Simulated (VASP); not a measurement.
HfOs3:

```
CELL_PARAMETERS angstrom
3.97356 0.00000 0.00000
0.00000 3.97356 0.00000
0.00000 0.00000 3.97356
ATOMIC_POSITIONS crystal
Hf 0.00000 0.00000 0.00000
Os 0.50000 0.50000 0.00000
Os 0.50000 0.00000 0.50000
Os 0.00000 0.50000 0.50000
```

The cell comes from a database or a generator and needn't be the stable form of this composition.

Base run:

| Quantity | Value |
| --- | --- |
| Program | VASP 6.6.1 |
| Functional | BLYP |
| Potentials or basis | VASP PAW PBE potentials, release 64 (Hf_pv, Os) |
| Cutoff | 520 eV |
| k mesh | 6 × 6 × 6 |
| Occupations | fermi-dirac, width 0.1 eV |
| Spin | no spin polarisation |

Its results: band gap on the k mesh none (metal or under the smearing width); pressure 14.0 GPa.

Task: The run is repeated on the same cell with these changes: functional from BLYP to r2SCAN. What comes out?

Result: Band gap on the k mesh none (metal or under the smearing width); pressure -4.9 GPa.

Caveats: the PAW data sets were made with another functional, which shifts forces and pressure a little.
